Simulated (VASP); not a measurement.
OSZICAR of a VASP run on AlN (zinc blende):

### OSZICAR
```
       N       E                     dE             d eps       ncg     rms          rms(c)
DAV:   1     0.111140070642E+02    0.11114E+02   -0.45426E+03  1672   0.972E+02
DAV:   2    -0.227571703390E+02   -0.33871E+02   -0.32723E+02  2216   0.170E+02
DAV:   3    -0.235079139854E+02   -0.75074E+00   -0.75074E+00  1952   0.317E+01
DAV:   4    -0.235103304952E+02   -0.24165E-02   -0.24165E-02  2512   0.174E+00
DAV:   5    -0.235103356643E+02   -0.51691E-05   -0.51691E-05  1992   0.598E-02    0.885E+00
DAV:   6    -0.188597109116E+02    0.46506E+01   -0.89708E+00  1872   0.216E+01    0.400E+00
DAV:   7    -0.193062054915E+02   -0.44649E+00   -0.11520E+00  2120   0.800E+00    0.220E+00
DAV:   8    -0.187456360893E+02    0.56057E+00   -0.86528E-01  1664   0.745E+00    0.158E+00
DAV:   9    -0.191647275706E+02   -0.41909E+00   -0.21833E-01  1648   0.529E+00    0.656E-01
DAV:  10    -0.191657476819E+02   -0.10201E-02   -0.30047E-02  1840   0.135E+00    0.380E-01
DAV:  11    -0.191647020452E+02    0.10456E-02   -0.44533E-04  1848   0.266E-01    0.356E-01
DAV:  12    -0.191656081072E+02   -0.90606E-03   -0.73543E-05  2224   0.679E-02    0.333E-01
DAV:  13    -0.191793375406E+02   -0.13729E-01   -0.83298E-03  1648   0.831E-01    0.118E-01
DAV:  14    -0.191793544207E+02   -0.16880E-04   -0.46094E-05  2488   0.908E-02    0.111E-01
DAV:  15    -0.191793468283E+02    0.75924E-05   -0.21198E-05  1720   0.531E-02    0.106E-01
DAV:  16    -0.191793310765E+02    0.15752E-04   -0.78465E-05  1720   0.845E-02    0.586E-02
DAV:  17    -0.191792394923E+02    0.91584E-04   -0.24029E-04  2168   0.114E-01    0.147E-01
DAV:  18    -0.191793005048E+02   -0.61012E-04   -0.65616E-05  1680   0.811E-02    0.109E-01
DAV:  19    -0.191792631201E+02    0.37385E-04   -0.62804E-06  1720   0.418E-02    0.401E-02
DAV:  20    -0.191792765765E+02   -0.13456E-04   -0.52336E-06  1736   0.222E-02    0.109E-02
DAV:  21    -0.191792663849E+02    0.10192E-04   -0.44227E-06  2216   0.169E-02    0.545E-03
DAV:  22    -0.191792686932E+02   -0.23083E-05   -0.16802E-06  1728   0.115E-02    0.608E-03
DAV:  23    -0.191792676989E+02    0.99437E-06   -0.11856E-07  1504   0.375E-03    0.605E-03
DAV:  24    -0.191792684855E+02   -0.78667E-06   -0.85820E-08   928   0.229E-03    0.367E-03
DAV:  25    -0.191792674451E+02    0.10404E-05   -0.15737E-08   912   0.194E-03    0.216E-03
DAV:  26    -0.191792678311E+02   -0.38599E-06   -0.73512E-09   904   0.841E-04    0.928E-04
DAV:  27    -0.191792677962E+02    0.34906E-07   -0.61119E-10   896   0.359E-04
   1 F= -.19179268E+02 E0= -.19179268E+02  d E =-.191793E+02
```

**Question.** Which electronic solver shows in the log?

**Answer.** It is blocked Davidson (ALGO = Normal, or the opening steps of other solvers). The INCAR had ALGO = Normal.

**Question.** Can the final energy be trusted as converged?

**Answer.** The run converged. It stopped with EDIFF = 1E-7, NELM = 100, NSW = 30 and EDIFFG = -0.01 after 1 ionic step (r2SCAN meta-GGA, plane waves, VASP's PBE PAW potentials (set 64)).

The compound is AlN in the zinc blende structure, a metastable form; wurtzite is the usual one. This cell was strained or had an atom moved on purpose.
